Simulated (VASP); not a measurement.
Data:

```yaml
crystal:
  lattice:
    - [0.00000, 2.05464, 2.05464]
    - [2.05464, 0.00000, 2.05464]
    - [2.05464, 2.05464, 0.00000]
  atoms:
    - { symbol: Au, position: [0.00000, 0.00000, 0.00000] }
```

Method: r2SCAN+rVV10, VASP's PBE PAW potentials (set 64) (plane waves; VASP 6.6.1). Numerical set-up: 520 eV cut-off, 17×17×17 Γ-centred mesh, tetrahedra with Blöchl corrections, potentials Au.

Problem. Give the energies of bands 1 to 7 at the high-symmetry points, in eV from the Fermi level.

Solution. 
| band | Γ | X | U | L | W |
|---|---|---|---|---|---|
| 1 | -9.97 | -7.23 | -6.64 | -7.49 | -6.13 |
| 2 | -4.90 | -6.96 | -6.00 | -4.95 | -5.34 |
| 3 | -4.90 | -2.26 | -4.00 | -4.95 | -5.34 |
| 4 | -4.90 | -1.87 | -3.11 | -2.20 | -3.54 |
| 5 | -3.41 | -1.87 | -2.31 | -2.20 | -1.87 |
| 6 | -3.41 | 1.16 | 3.94 | -0.80 | 4.79 |
| 7 | 15.27 | 5.81 | 4.79 | 3.02 | 6.48 |

It has no gap at this level: it comes out as a metal or semimetal.

The compound is Au in the fcc structure. It was relaxed first.
